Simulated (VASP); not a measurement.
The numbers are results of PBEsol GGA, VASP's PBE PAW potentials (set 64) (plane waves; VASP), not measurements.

VASP ran on this input.

**POSCAR**
```
Ta2O5
1
   -2.6290260054     2.6290260054     4.7773623141
    2.6290260054    -2.6290260054     4.7773623141
    2.6290260054     2.6290260054    -4.7773623141
Ta O
2 5
Direct
  0.1972995063   0.1972995063   0.0000000000
  0.8027004937   0.8027004937   1.0000000000
  0.0000000000   0.0000000000   0.0000000000
  0.5000000000   0.0000000000   0.0000000000
  0.0000000000   0.0000000000   0.5000000000
  0.0000000000   0.5000000000   0.0000000000
  0.5000000000   0.5000000000   0.5000000000
```

### KPOINTS
```
Regular mesh
0
G
 6 6 6
```

**INCAR**
```
ALGO = Normal
EDIFF = 1E-6
EDIFFG = -0.02
ENCUT = 520
GGA = PS
IBRION = 2
ISIF = 3
ISMEAR = 0
LASPH = T
LCHARG = F
LMAXMIX = 6
LREAL = F
LWAVE = F
NELM = 100
NSW = 60
PREC = Accurate
SIGMA = 0.05
SYSTEM = Ta2O5
```

POTCAR, in this order: Ta_pv O (PBE.64 set). Program: vasp_std.

The run wrote:

OUTCAR:
```
 ion  position               nearest neighbor table
   1  0.197  0.197  0.000-   3 1.89   4 1.93   6 1.93   7 1.93   5 1.93
   2  0.803  0.803  0.000-   3 1.89   4 1.93   5 1.93   6 1.93   7 1.93
   3  0.000  0.000  0.000-   1 1.89   2 1.89
   4  0.500  0.000  0.000-   1 1.93   2 1.93
   5  0.000  0.000  0.500-   1 1.93   2 1.93
   6  0.000  0.500  0.000-   1 1.93   2 1.93
   7  0.500  0.500  0.500-   2 1.93   1 1.93
  LATTYP: Found a body centered tetragonal cell.
 ALAT       =     5.2580520108
 C/A-ratio  =     1.8171605394
 Subroutine PRICEL returns:
 Original cell was already a primitive cell.
 Subroutine GETGRP returns: Found 16 space group operations
The static configuration has the point symmetry D_4h.
The dynamic configuration has the point symmetry D_4h.
 Subroutine INISYM returns: Found 16 space group operations
 Subroutine IBZKPT returns following result:
 Found     30 irreducible k-points:

 Following reciprocal coordinates:
            Coordinates               Weight
  0.000000  0.000000  0.000000      1.000000
  0.166667  0.000000 -0.000000      8.000000
  0.333333 -0.000000  0.000000      8.000000
  0.500000 -0.000000  0.000000      4.000000
  0.166667  0.166667  0.000000      8.000000
  0.333333  0.166667  0.000000     16.000000
  0.500000  0.166667  0.000000     16.000000
 -0.333333  0.166667 -0.000000     16.000000
 -0.166667  0.166667  0.000000      4.000000
  0.333333  0.333333 -0.000000      8.000000
  0.500000  0.333333  0.000000     16.000000
 -0.333333  0.333333  0.000000      4.000000
  0.500000  0.500000  0.000000      2.000000
  0.166667  0.166667  0.166667      8.000000
  0.333333  0.166667  0.166667      8.000000
 -0.166667  0.166667  0.166667      4.000000
  0.333333  0.333333  0.166667      4.000000
 -0.333333  0.333333  0.166667      8.000000
...
```

**OSZICAR**
```
       N       E                     dE             d eps       ncg     rms          rms(c)
DAV:   1     0.454749515229E+03    0.45475E+03   -0.28452E+04  1972   0.158E+03
DAV:   2    -0.523973251345E+02   -0.50715E+03   -0.49771E+03  2481   0.413E+02
DAV:   3    -0.839826945274E+02   -0.31585E+02   -0.31508E+02  2133   0.108E+02
DAV:   4    -0.845022721793E+02   -0.51958E+00   -0.51839E+00  2254   0.148E+01
DAV:   5    -0.845141135680E+02   -0.11841E-01   -0.11835E-01  2231   0.211E+00    0.538E+01
DAV:   6    -0.705551120413E+02    0.13959E+02   -0.87260E+01  2145   0.563E+01    0.212E+01
DAV:   7    -0.701883012362E+02    0.36681E+00   -0.53435E+00  2154   0.141E+01    0.128E+01
DAV:   8    -0.700740341270E+02    0.11427E+00   -0.39474E-01  2621   0.491E+00    0.613E-01
DAV:   9    -0.700747703525E+02   -0.73623E-03   -0.23532E-02  2176   0.116E+00    0.349E-01
DAV:  10    -0.700796178145E+02   -0.48475E-02   -0.71091E-03  2161   0.506E-01    0.105E-01
DAV:  11    -0.700812127946E+02   -0.15950E-02   -0.11694E-03  2307   0.204E-01    0.518E-02
DAV:  12    -0.700814649475E+02   -0.25215E-03   -0.24886E-04  2382   0.103E-01    0.242E-02
DAV:  13    -0.700815405269E+02   -0.75579E-04   -0.84420E-05  2217   0.677E-02    0.113E-02
DAV:  14    -0.700815467169E+02   -0.61900E-05   -0.17914E-05  2446   0.241E-02    0.553E-03
DAV:  15    -0.700815486109E+02   -0.18940E-05   -0.30889E-06  1964   0.103E-02    0.949E-04
DAV:  16    -0.700815486396E+02   -0.28721E-07   -0.17116E-07  1511   0.265E-03
   1 F= -.70081549E+02 E0= -.70081549E+02  d E =-.700815E+02
       N       E                     dE             d eps       ncg     rms          rms(c)
DAV:   1    -0.700828416407E+02   -0.12930E-02   -0.89878E-02  1916   0.229E+00    0.269E-01
DAV:   2    -0.700819187929E+02    0.92285E-03   -0.36922E-03  2277   0.502E-01    0.144E-01
DAV:   3    -0.700815972680E+02    0.32152E-03   -0.15471E-03  2295   0.233E-01    0.654E-02
DAV:   4    -0.700815665994E+02    0.30669E-04   -0.90512E-04  2408   0.174E-01    0.466E-02
DAV:   5    -0.700815200224E+02    0.46577E-04   -0.17329E-04  2429   0.843E-02    0.185E-02
DAV:   6    -0.700815255799E+02   -0.55575E-05   -0.60565E-05  2368   0.419E-02    0.156E-02
DAV:   7    -0.700815217964E+02    0.37834E-05   -0.22702E-05  2412   0.277E-02    0.167E-03
DAV:   8    -0.700815220224E+02   -0.22595E-06   -0.17602E-06  1787   0.670E-03
   2 F= -.70081522E+02 E0= -.70081522E+02  d E =0.266172E-04
       N       E                     dE             d eps       ncg     rms          rms(c)
DAV:   1    -0.700820565350E+02   -0.53474E-03   -0.24328E-02  1888   0.119E+00    0.140E-01
DAV:   2    -0.700818105803E+02    0.24595E-03   -0.99906E-04  2262   0.258E-01    0.750E-02
DAV:   3    -0.700817215224E+02    0.89058E-04   -0.40798E-04  2303   0.120E-01    0.336E-02
DAV:   4    -0.700817112590E+02    0.10263E-04   -0.21377E-04  2401   0.844E-02    0.222E-02
DAV:   5    -0.700817008081E+02    0.10451E-04   -0.33696E-05  2445   0.374E-02    0.948E-03
DAV:   6    -0.700817018027E+02   -0.99461E-06   -0.15664E-05  2338   0.214E-02    0.772E-03
DAV:   7    -0.700817009045E+02    0.89817E-06   -0.61430E-06  2327   0.145E-02
   3 F= -.70081701E+02 E0= -.70081701E+02  d E =-.152265E-03
       N       E                     dE             d eps       ncg     rms          rms(c)
DAV:   1    -0.700823964768E+02   -0.69467E-03   -0.58101E-02  1874   0.169E+00    0.148E-01
DAV:   2    -0.700820958703E+02    0.30061E-03   -0.45087E-03  1920   0.438E-01    0.728E-02
DAV:   3    -0.700819945366E+02    0.10133E-03   -0.39717E-04  2534   0.124E-01    0.376E-02
DAV:   4    -0.700819688039E+02    0.25733E-04   -0.14155E-04  2305   0.732E-02    0.187E-02
DAV:   5    -0.700819595840E+02    0.92199E-05   -0.28524E-05  2522   0.361E-02    0.110E-02
DAV:   6    -0.700819598238E+02   -0.23974E-06   -0.11176E-05  2356   0.187E-02    0.541E-03
DAV:   7    -0.700819595686E+02    0.25518E-06   -0.12923E-06  1580   0.694E-03
   4 F= -.70081960E+02 E0= -.70081960E+02  d E =-.258664E-03
       N       E                     dE             d eps       ncg     rms          rms(c)
DAV:   1    -0.700827073821E+02   -0.74756E-03   -0.83971E-02  1860   0.203E+00    0.177E-01
DAV:   2    -0.700822716645E+02    0.43572E-03   -0.65130E-03  1912   0.528E-01    0.873E-02
DAV:   3    -0.700821268037E+02    0.14486E-03   -0.59883E-04  2534   0.152E-01    0.456E-02
DAV:   4    -0.700820902046E+02    0.36599E-04   -0.20955E-04  2313   0.889E-02    0.224E-02
DAV:   5    -0.700820763521E+02    0.13853E-04   -0.41768E-05  2546   0.437E-02    0.132E-02
DAV:   6    -0.700820767196E+02   -0.36752E-06   -0.16528E-05  2340   0.229E-02    0.654E-03
DAV:   7    -0.700820764153E+02    0.30427E-06   -0.18777E-06  1969   0.824E-03
   5 F= -.70082076E+02 E0= -.70082076E+02  d E =-.375511E-03
```

OUTCAR:
```
------------------------ aborting loop because EDIFF is reached ----------------------------------------
  FORCE on cell =-STRESS in cart. coord.  units (eV):
  Direction    XX          YY          ZZ          XY          YZ          ZX
  --------------------------------------------------------------------------------------
  Total        0.0093707      0.0093707      0.0048760      0.0000000     -0.0000000      0.0000000
  in kB        0.1135942      0.1135942      0.0591086      0.0000000     -0.0000000      0.0000000
  external PRESSURE =       0.0954323 kB  Pullay stress =       0.0000000 kB
  volume of cell :      132.17
      direct lattice vectors                 reciprocal lattice vectors
    -2.625573993  2.625573993  4.793106456     0.000000000  0.190434549  0.104316481
     2.625573993 -2.625573993  4.793106456     0.190434549  0.000000000  0.104316481
     2.625573993  2.625573993 -4.793106456     0.190434549  0.190434549  0.000000000
 POSITION                                       TOTAL-FORCE (eV/Angst)
 -----------------------------------------------------------------------------------
      0.00000      0.00000      1.88703        -0.000000     -0.000000     -0.000791
      0.00000      0.00000      7.69918         0.000000      0.000000      0.000791
      0.00000     -0.00000      0.00000         0.000000      0.000000      0.000000
     -1.31279      1.31279      2.39655         0.000000      0.000000      0.000000
      1.31279      1.31279     -2.39655         0.000000      0.000000     -0.000000
      1.31279     -1.31279      2.39655         0.000000      0.000000     -0.000000
      1.31279      1.31279      2.39655         0.000000      0.000000     -0.000000
 -----------------------------------------------------------------------------------
    total drift:                                0.000000     -0.000000      0.000000
  FREE ENERGIE OF THE ION-ELECTRON SYSTEM (eV)
  ---------------------------------------------------
  free  energy   TOTEN  =       -70.0820764153 eV

  energy  without entropy=      -70.0820764153  energy(sigma->0) =      -70.08207642

 reached required accuracy - stopping structural energy minimisation
```
(Selected blocks of OUTCAR.)

CONTCAR:
```
Ta2O5
   1.00000000000000
    -2.6255739926588340    2.6255739926588340    4.7931064560595509
     2.6255739926588340   -2.6255739926588340    4.7931064560595509
     2.6255739926588340    2.6255739926588340   -4.7931064560595509
  Ta              O
     2     5
Direct
     0.1968487398443736    0.1968487398443736    0.0000000000000000
     0.8031512601556263    0.8031512601556263    0.0000000000000000
     0.0000000000000000    0.0000000000000000    0.0000000000000000
     0.5000000000000000    0.0000000000000000    0.0000000000000000
     0.0000000000000000    0.0000000000000000    0.5000000000000000
     0.0000000000000000    0.5000000000000000    0.0000000000000000
     0.5000000000000000    0.5000000000000000    0.5000000000000000
```

The structure comes from a computed database's Ta2O5 entry (I4/mmm); how it stands against other phases isn't given here. This run relaxes it. Symmetry was kept, so distortions that lower it aren't found. The start is the result of an earlier pass.
